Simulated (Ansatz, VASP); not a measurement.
# One calculation of Mg2CdSe3, two programs

```
CELL_PARAMETERS angstrom
4.29098 0.00000 0.00000
-2.14549 3.71610 0.00000
0.00000 0.00000 20.96336
ATOMIC_POSITIONS crystal
Mg 0.66667 0.33333 0.16760
Mg 0.66667 0.33333 0.66760
Mg 0.33333 0.66667 0.33102
Mg 0.33333 0.66667 0.83102
Cd 0.00000 0.00000 0.00113
Cd 0.00000 0.00000 0.50113
Se 0.00000 0.00000 0.12882
Se 0.00000 0.00000 0.62882
Se 0.66667 0.33333 0.29161
Se 0.66667 0.33333 0.79161
Se 0.33333 0.66667 0.45482
Se 0.33333 0.66667 0.95482
```

Alike in both runs: task single point; functional PBE; k mesh 6 × 6 × 1; occupations gaussian, width 0.1 eV; no spin polarisation.

|  | VASP | Ansatz |
| --- | --- | --- |
| version | VASP 6.6.1 | Ansatz 0.2.0 |
| potentials or method | VASP PAW PBE potentials, release 64 (Mg, Cd, Se) | scalar-relativistic, plane waves, PAW |
| plane-wave cutoff (eV) | 520 | 420 |
| valence electrons in the cell | 68 | 176 |

Ansatz gave:

```
gap on the k mesh at the Fermi level (eV) : 1.49
least direct gap on the mesh (eV)         : 1.49
pressure (GPa)                            : 0.0
rms of the force components (eV/Å)        : 0.000
```

Task: What did VASP give for the same quantities?

Result: gap on the k mesh at the Fermi level (eV): 1.48; least direct gap on the mesh (eV): 1.48; pressure (GPa): 0.1; rms of the force components (eV/Å): 0.011.

Atom by atom the forces differ by 0.011 eV/Å (rms over components). The two sets of potentials don't hold the same shells in valence.
